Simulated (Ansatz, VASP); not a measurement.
## SnTe: VASP beside Ansatz

Aim: how closely do two programs agree when they are given the same cell, functional and k mesh? The cell is taken from a series of runs on this material, whose earlier steps may have relaxed, scaled, displaced or heated it; both programs get it as it stands.

Calculated with Ansatz 0.2.0; plane waves, with VASP 6.6.1 beside it; zone-centre phonons at PBEsol.

## 1. The structure

It takes space group Immm (No. 71, orthorhombic). Conventional cell: a = 4.313 Å, b = 4.531 Å, c = 6.289 Å, α = 90.00°, β = 90.00°, γ = 90.00°. Nearest to Sn lie 6 Te at 3.13 to 3.14 Å. Te has 6 Sn at 3.13 to 3.14 Å nearest. Farther neighbours and most contacts between anions are not listed.

## 2. Ansatz: zone-centre phonons, PBEsol

Ansatz runs on its PAW soft_1 files.

Second derivatives magnify differences that forces hide, and they need a tight electronic threshold.

The input, input.yaml:

```yaml
crystal:
  lattice:
    - [-0.0771408584, 3.1269479775, 3.1444830253]
    - [3.1269479775, -0.0771408584, 3.1444830253]
    - [3.0498071191, 3.0498071191, 0.0]
  atoms:
    - { symbol: Sn, position: [0.0, 0.0, 0.0] }
    - { symbol: Te, position: [0.5, 0.5, 0.5] }
kpoints:
  mp_grid: { grid: [12, 12, 12] }
hamiltonian:
  xc: pbesol
  pseudopotentials: { kind: paw, azcp: { folder: soft_1 }, xc_functional: pbe }
scf:
  occupations: { method: gaussian, width: 0.01 }
output:
  eigenvalues: true
phonons:
  method: dfpt
```

The run is started by

```bash
$ ansatz run input.yaml --threads 4 --pin off --max-ram 10240MiB --backend cpu --events-out ev --progress --plain --runs-dir out
```

Numbers of over 12 decimals in the logs are rounded to 6 here.

The program printed:

```text
zone centre: on kpoints.mp_grid the ground state, and the responses unless they are solved on pairs of k-points, stand on 476 of the mesh's 1728 k-points, reduced under 4 symmetry operations, with k and −k counted as one. Each operation leaves every solved displacement unchanged or reverses it
Engine: ansatz 0.2.0, x86_64-unknown-linux-gnu
Pseudopotentials: kind: paw
Pseudopotential: Sn, paw, valence charge 14, recommended cutoff 420 eV (normal), soft_1/Sn.paw.azcp
Pseudopotential: Te, paw, valence charge 16, recommended cutoff 420 eV (normal), soft_1/Te.paw.azcp
Functional definition: PBEsol
  exchange = pbesol_x
  correlation = pbesol_c
Crystal: 2 atoms, lattice volume = 61.455 Å³
Basis set: ecut = 420 eV, 1219 PW (Γ), exchange–correlation on 60×60×60 points (8 copies of the dense FFT grid, shifted against one another)
Bands: 19, of which v1, the nominal top of the filled ones, is band 15 counted from 1 (14 counted from 0)
Symmetry: 8 space group operations
k-points: 476 of 1728 (irreducible under 4 space group operations)
Non-local potential: Sn, projectors of the file, l = 0: 2, l = 1: 2, l = 2: 2, l = 3: 1
Non-local potential: Te, projectors of the file, l = 0: 2, l = 1: 2, l = 2: 2, l = 3: 1
PAW form: soft (Blöchl's): semilocal exchange-correlation on the pseudo side does not see the compensation charge
PAW frozen core: Sn, regenerated for the run's functional, and the local potential with it (the file was generated under x = pbe(κ = 0.804, μ = 0.219515), c = pbe(β = 0.066725))
PAW frozen core: Te, regenerated for the run's functional, and the local potential with it (the file was generated under x = pbe(κ = 0.804, μ = 0.219515), c = pbe(β = 0.066725))
PAW one-centre angular grid: Sn, 590 points (default); XC on 64 Gauss nodes
PAW one-centre angular grid: Te, 590 points (default); XC on 64 Gauss nodes
Initial density: superposition of atomic densities (chi_scale 0.1, normalization cell, long waves kept (reshape's long-wave potential 0.00 eV rms))
Initial wavefunctions: pseudopotential atomic-orbital guess
Functional: x = pbesol(κ = 0.804, μ = 0.123457), c = pbesol(β = 0.046)
SCF iter   1: F=—  HF=-12852.002632 eV  |F-HF|=—  |Δ(HF+E_count)|=         —  Δρ=1.08e-2  dr2=6.91e-2  ethr=3.10e-3  ⟨swp⟩=7.6  Hψ=52742  notcnv=0
preconditioner: auto → Kerker (q_TF=auto, 2.421 Å⁻¹)  [metal: Δε(μ)=0.002 eV  Ē_g=8.746 eV  σ=0.010 eV  W_gap=0.10  n_scr=14 (ndim 8)  ℏωp=15.0 eV  f_vac=0.000  D(μ)=0.26/eV (n_scr^D=0)]
SCF iter   2: F=—  HF=-12851.999190 eV  |F-HF|=—  |Δ(HF+E_count)|=   3.44e-3  Δρ=7.16e-3  dr2=3.31e-2  ethr=2.30e-4  ⟨swp⟩=2.0  Hψ=14471  notcnv=0
SCF iter   3: F=—  HF=-12851.997541 eV  |F-HF|=—  |Δ(HF+E_count)|=   1.65e-3  Δρ=1.06e-3  dr2=1.02e-3  ethr=1.10e-4  ⟨swp⟩=3.0  Hψ=17798  notcnv=0
SCF iter   4: F=—  HF=-12851.997870 eV  |F-HF|=—  |Δ(HF+E_count)|=   3.30e-4  Δρ=4.70e-4  dr2=1.30e-4  ethr=3.40e-6  ⟨swp⟩=2.0  Hψ=18066  notcnv=0
SCF iter   5: F=—  HF=-12851.997835 eV  |F-HF|=—  |Δ(HF+E_count)|=   3.50e-5  Δρ=1.97e-4  dr2=4.16e-5  ethr=4.33e-7  ⟨swp⟩=2.1  Hψ=16041  notcnv=0
SCF iter   6: F=—  HF=-12851.997857 eV  |F-HF|=—  |Δ(HF+E_count)|=   2.19e-5  Δρ=7.20e-5  dr2=5.44e-6  ethr=1.39e-7  ⟨swp⟩=2.0  Hψ=10907  notcnv=0
SCF iter   7: F=—  HF=-12851.997859 eV  |F-HF|=—  |Δ(HF+E_count)|=   2.02e-6  Δρ=1.69e-5  dr2=2.74e-7  ethr=1.81e-8  ⟨swp⟩=2.8  Hψ=15893  notcnv=0
SCF iter   8: F=—  HF=-12851.997859 eV  |F-HF|=—  |Δ(HF+E_count)|=   4.95e-7  Δρ=5.84e-6  dr2=2.12e-8  ethr=9.13e-10  ⟨swp⟩=2.1  Hψ=14257  notcnv=0
SCF iter   9: F=—  HF=-12851.997859 eV  |F-HF|=—  |Δ(HF+E_count)|=   1.67e-8  Δρ=7.51e-7  dr2=4.04e-10  ethr=7.07e-11  ⟨swp⟩=2.0  Hψ=16185  notcnv=0
SCF iter  10: F=-12851.997859 eV  HF=-12851.997859 eV  |F-HF|=9.09e-12  |Δ(HF+E_count)|=  1.98e-10  Δρ=1.14e-7  dr2=6.36e-12  ethr=1.00e-12  ⟨swp⟩=5.5  Hψ=49217  notcnv=0
SCF 1 converged in 10 iterations: F = -12851.997859 eV  dr2 = 6.36e-12
  greatest PAW one-centre occupation: 0.998 electrons in one spin orbital (limit 2), on the Te atom at site 1 (counted from 0), in its partial waves of l = 2
DFPT response loops at Γ: preconditioner auto → Kerker (q_TF=auto, 2.421 Å⁻¹) (partly filled bands, converged f_vac=0.005); β = 1.00, the filter's whole step (`scf.mixing.beta` (0.50) is not read by the response loops under this deck's `scf.mixing.preconditioner`; to damp them name `kerker` or `kerker_dos`, under which they read `scf.mixing.beta`, and type it under 1.00, their step now; both keys bind the ground state too); Broyden in place of MSR1
SCF converged after 10 iterations
Free energy (F): -12851.997859 eV
Harris-Foulkes:  -12851.997859 eV  (|F-HF|=9.09e-12)
Internal energy: -12851.997849 eV  (E = F + TS)
E sigma→0 (E₀):  -12851.997854 eV
Entropy (-TS):   -0.000010 eV (-0.005 meV/atom)
Fermi energy:    9.812675 eV
--- Per-component energies (eV) ---
  E_band       = -349.004435
  E_kinetic    = 339.728289
  E_local      = -2655.790944  (includes V_loc(G=0)·N_el)
  E_nonlocal   = 215.616786
  E_hartree    = 1326.153713
  E_xc         = -246.589508
  E_vxc        = -182.627114  (∫ρ·V_xc dr)
  E_paw        = -8888.444995  (= ΣΔE_a)
  E_vpaw       = -718.239282  (= ΣTr[D̂ρ^β])
  E_aug_tail   = 0.000377  (compensation charges beyond the density's cutoff)
  E_ewald      = -2943.331217
  E_core_change = 0.659651  (= ΣΔE_core)
  E_smearing   = -0.000010  (= −TS)
  E_closure    = 0.000000  (closes the sum)
  Σ components = -12851.997859   (vs F -12851.997859, Δ=0.00e0)
--- Band table (eV; the first three rows and the last of 476) ---
  k-point 0: bands = [... 11 lower, 5.1572, 7.3945, 7.6769, 7.8727, 13.0970, 13.1860, 13.3339, 14.2393]
  k-point 1: bands = [... 11 lower, 4.8182, 7.4087, 7.7289, 8.0472, 12.7640, 12.8166, 12.9346, 14.3948]
  k-point 2: bands = [... 11 lower, 4.0589, 7.4552, 7.7530, 8.4594, 12.0412, 12.0950, 12.1432, 14.5439]
  k-point 475: bands = [... 11 lower, 3.3310, 4.1091, 5.7509, 6.2789, 11.9002, 14.7621, 14.9471, 16.2487]
--- Phonons (Γ-DFPT): 4 representative perturbations + reference, on 476 of 1728 k-points (Σ response iterations 12) ---
  k mesh reduced under 4 symmetry operations, with k and −k counted as one. Each operation leaves every solved displacement unchanged or reverses it
  ASR residual: 8.127e-5 → 0.000e0 eV/Å²; symmetrization residual: 1.563e-5 eV/Å²
  ASR residual per site (eV/Å²): 8.13e-5 5.62e-5
  Γ frequencies (cm⁻¹): 0.00 0.00 0.00 21.37 33.87 52.81
  non-analytic LO–TO correction: not included (Born effective charges unavailable; polar crystals: no LO–TO splitting at Γ)
```

[end of part 1 of 2]

[Lines on the potential files, build, host, timing and source positions are cut from VASP's logs without a mark.]

[Logs are printed without paths, hosts, clocks, repeated set-up lines and the standing remarks that a program may print on its own settings, such as how far it seeks lower states.]

[Hosts, paths, dates, database ids (printed as entryN), source tags and the programs' standing remarks are cut or masked in the printed files.]
